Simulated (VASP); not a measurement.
The system is Ti2Te2S.

```xyz
5
Lattice="1.8500 1.0681 9.7333 -1.8500 1.0681 9.7333 0.0000 -2.1362 9.7333" Properties=species:S:1:pos:R:3 pbc="T T T"
Ti    0.0000    0.0000   11.0376
Ti    0.0000    0.0000   18.1624
Te    0.0000    0.0000   22.5132
Te    0.0000    0.0000    6.6868
S     0.0000    0.0000    0.0000
```

The cell was built by a generator and needn't be a form met in nature.

- Program: VASP 6.6.1
- Task: relaxation of cell and atoms
- Functional: PBE
- Potentials or basis: VASP PAW PBE potentials, release 64 (Ti_sv, Te, S)
- Cutoff: 520 eV
- k mesh: 4 × 4 × 4
- Occupations: gaussian, width 0.15 eV
- Spin: no spin polarisation

At the start: pressure -0.2 GPa; volume 23.08 Å³/atom.

Task: Where does the relaxation end?

Result: Over 5 steps the energy falls by 25.7 meV/atom and the volume is 22.55 Å³/atom (-2.3 %); space group R-3m (No. 166, to 0.05 Å).

Step by step:
```tsv
step	energy change (eV)	largest force (eV/Å)	pressure (GPa)	volume (Å³)
1	0.0000	1.0097	-0.22	115.40
2	-0.1157	0.2165	-1.12	114.85
3	-0.1192	0.1441	-1.39	114.75
4	-0.1236	0.0602	1.33	111.30
5	-0.1287	0.0575	0.24	112.73
```

Final structure:
```
Ti Te S
1.0
     1.81570    1.04830    9.87064
    -1.81570    1.04830    9.87064
     0.00000   -2.09659    9.87064
Ti Te S
2 2 1
Direct
  0.37585 0.37585 0.37585
  0.62415 0.62415 0.62415
  0.77230 0.77230 0.77230
  0.22770 0.22770 0.22770
  0.00000 0.00000 0.00000
```

Caveat: the k mesh is coarse (spacing up to 0.49 Å⁻¹), so the values aren't converged; the relaxation stopped at a loose force limit of 0.08 eV/Å, so its end isn't a converged minimum.
